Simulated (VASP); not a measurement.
The input files of a VASP run:

File KPOINTS:
```
Automatic mesh
0
Gamma
5 5 5
0 0 0
```

### POSCAR
```
BeSe
1.0
  0.0000000000   2.5839700000   2.5839700000
  2.5839700000   0.0000000000   2.5839700000
  2.5839700000   2.5839700000   0.0000000000
Be Se
1 1
Cartesian
  0.0179921831  -0.0426716806   0.0192118169
  1.2739928169   1.3346566806   1.2727731830
```

INCAR:
```
SYSTEM=BeSe
PREC=Accurate; ENCUT=300; LREAL=F
LASPH=T; ISYM=3
EDIFF=1E-6; NELM=100; ALGO=Normal
LMAXMIX=4
ISMEAR=0; SIGMA=0.01
GGA=PE; LHFCALC=T; AEXX=0.25
HFRCUT=-1; PRECFOCK=Fast
ISIF=2
LWAVE=F; LCHARG=F
```

POTCAR, in this order: Be Se (PBE.64 set). Program: vasp_std.

**Question.** Translate this PBE0 calculation to Quantum ESPRESSO's pw.x.

**Answer.** One equivalent input (not run):
```
&CONTROL
  calculation = 'scf'
  pseudo_dir = './pseudo'
  outdir = './out'
  tprnfor = .true.
  tstress = .false.
/
&SYSTEM
  ibrav = 0
  nat = 2
  ntyp = 2
  ecutwfc = 88
  occupations = 'smearing'
  smearing = 'gaussian'
  degauss = 0.000735
  input_dft = 'pbe0'
  nqx1 = 5
  nqx2 = 5
  nqx3 = 5
/
&ELECTRONS
  conv_thr = 7.3e-08
  electron_maxstep = 100
/
ATOMIC_SPECIES
  Be 9.012 Be.upf
  Se 78.971 Se.upf
CELL_PARAMETERS angstrom
     0.0000000    2.5839700    2.5839700
     2.5839700    0.0000000    2.5839700
     2.5839700    2.5839700    0.0000000
ATOMIC_POSITIONS crystal
  Be  -0.0080210  0.0154560 -0.0084930
  Se   0.2580210  0.2345440  0.2584930
K_POINTS automatic
  5 5 5 0 0 0
```
What does not carry over: the potentials are each code's own (VASP's PAW set, PseudoDojo norm-conserving files in pw.x), so ENCUT and ecutwfc are chosen apart and not converted; conv_thr bounds pw.x's estimated SCF error, while EDIFF bounds the energy change between steps; the singularity of exact exchange is treated differently by default.

The structure comes from a computed database's BeSe entry; how it stands against other phases isn't given here. The cell was not relaxed at this level, atoms are displaced from their ideal sites. The k-mesh is coarse (spacing up to 0.42 per Å, 2π included), so the numbers may not be converged in it. The run is one of a series of settings (KPOINTS 5×5×5 Γ-centred mesh against the base run), some of them coarse on purpose.
